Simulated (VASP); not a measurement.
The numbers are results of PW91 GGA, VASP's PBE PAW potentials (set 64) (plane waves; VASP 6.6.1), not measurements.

A VASP calculation is set up with these files.

INCAR:
```
SYSTEM = AlN
PREC = Accurate; ENCUT = 520; LREAL = .False.
LASPH = .True.
EDIFF = 1E-7; NELM = 100; ALGO = Normal
ISMEAR = -5
GGA = 91
ISIF = 2
LWAVE = .False.; LCHARG = .True.; LORBIT = 11
NEDOS = 601
```

KPOINTS:
```
Automatic mesh
0
Gamma
12 12 12
0 0 0
```

File POSCAR:
```
AlN
1
    0.0000000000     2.1998082158     2.1998082158
    2.1998082158     0.0000000000     2.1998082158
    2.1998082158     2.1998082158     0.0000000000
Al N
1 1
Direct
  0.0000000000   0.0000000000   0.0000000000
  0.2500000000   0.2500000000   0.2500000000
```

POTCAR, in this order: Al N (PBE.64 set). Program: vasp_std.

The resulting files:

File OSZICAR:
```
       N       E                     dE             d eps       ncg     rms          rms(c)
DAV:   1     0.107531178300E+02    0.10753E+02   -0.39680E+03  1192   0.822E+02
DAV:   2    -0.168459499976E+02   -0.27599E+02   -0.27300E+02  1592   0.143E+02
DAV:   3    -0.173777152951E+02   -0.53177E+00   -0.53177E+00  1320   0.258E+01
DAV:   4    -0.173796030229E+02   -0.18877E-02   -0.18877E-02  1800   0.142E+00
DAV:   5    -0.173796062096E+02   -0.31867E-05   -0.31867E-05  1328   0.425E-02    0.865E+00
DAV:   6    -0.149603154226E+02    0.24193E+01   -0.14229E+01  1272   0.241E+01    0.288E+00
DAV:   7    -0.149483837529E+02    0.11932E-01   -0.99906E-02  1192   0.337E+00    0.195E+00
DAV:   8    -0.149392498484E+02    0.91339E-02   -0.19108E-02  1328   0.190E+00    0.399E-01
DAV:   9    -0.149389515871E+02    0.29826E-03   -0.79386E-04  1624   0.228E-01    0.202E-01
DAV:  10    -0.149390378072E+02   -0.86220E-04   -0.19913E-04  1192   0.122E-01    0.366E-02
DAV:  11    -0.149390361140E+02    0.16932E-05   -0.36426E-06  1400   0.164E-02    0.129E-02
DAV:  12    -0.149390362380E+02   -0.12400E-06   -0.57568E-07  1264   0.751E-03    0.671E-04
DAV:  13    -0.149390362422E+02   -0.42082E-08   -0.46474E-09   760   0.772E-04
   1 F= -.14939036E+02 E0= -.14939036E+02  d E =0.000000E+00
```

### OUTCAR
```
------------------------ aborting loop because EDIFF is reached ----------------------------------------
  FORCE on cell =-STRESS in cart. coord.  units (eV):
  Direction    XX          YY          ZZ          XY          YZ          ZX
  --------------------------------------------------------------------------------------
  Total        0.0003376      0.0003376      0.0003376      0.0000000     -0.0000000      0.0000000
  in kB        0.0254074      0.0254074      0.0254074      0.0000000     -0.0000000      0.0000000
  external PRESSURE =       0.0254074 kB  Pullay stress =       0.0000000 kB
  volume of cell :       21.29
      direct lattice vectors                 reciprocal lattice vectors
     0.000000000  2.199808216  2.199808216    -0.227292541  0.227292541  0.227292541
     2.199808216  0.000000000  2.199808216     0.227292541 -0.227292541  0.227292541
     2.199808216  2.199808216  0.000000000     0.227292541  0.227292541 -0.227292541
  FREE ENERGIE OF THE ION-ELECTRON SYSTEM (eV)
  ---------------------------------------------------
  free  energy   TOTEN  =       -14.9390362422 eV

  energy  without entropy=      -14.9390362422  energy(sigma->0) =      -14.93903624

 total charge

# of ion       s       p       d       tot
------------------------------------------
    1        0.365   0.435   0.000   0.800
    2        1.220   2.628   0.000   3.848
--------------------------------------------------
tot          1.585   3.062   0.000   4.648
```
(Selected blocks of OUTCAR.)

The compound is AlN in the zinc blende structure, a metastable form; wurtzite is the usual one. It was relaxed first.
